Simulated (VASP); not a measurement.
A convergence study with VASP on Mg2Si (antifluorite): one setting is varied, all else stays as given below, so the limit is that of these other settings. Each run relaxes cell and ions from the cell shown.

```xyz
3
Lattice="0.0000 3.1750 3.1750 3.1750 0.0000 3.1750 3.1750 3.1750 0.0000" Properties=species:S:1:pos:R:3 pbc="T T T"
Mg     1.5875     1.5875     1.5875
Mg     4.7625     4.7625     4.7625
Si     0.0000     0.0000     0.0000
```

Calculation: PBE GGA, VASP's PBE PAW potentials (set 64) (plane waves; VASP). The tightest run used: 550 eV cut-off, 10×10×10 Γ-centred mesh, Gaussian smearing of 0.050 eV, potentials Mg Si.

Gaps are read on the run's mesh, which can miss a band edge.

```csv
setting,relaxed volume (Å³/atom),E (eV/atom),gap on the mesh (eV),irreducible k-points
2×2×2 mesh,21.758,-2.2916,0.047,3
3×3×3 mesh,21.474,-2.8014,0.668,4
4×4×4 mesh,21.431,-2.9186,0.175,8
```

Q: These are the cheaper rows. Estimate the results at 10×10×10 mesh, and how far the last row shown lies from them.

A: 
```
quantity                  tightest run  last row shown is off by
------------------------  ------------  ------------------------
relaxed volume (Å³/atom)        21.443                    -0.012
E (eV/atom)                    -2.9724                    0.0538
gap on the mesh (eV)             0.214                    -0.039
```

Left out are rungs that failed or repeat a setting and relaxations that didn't move; long series are thinned to 24 rows.

The compound is Mg2Si in the antifluorite structure.
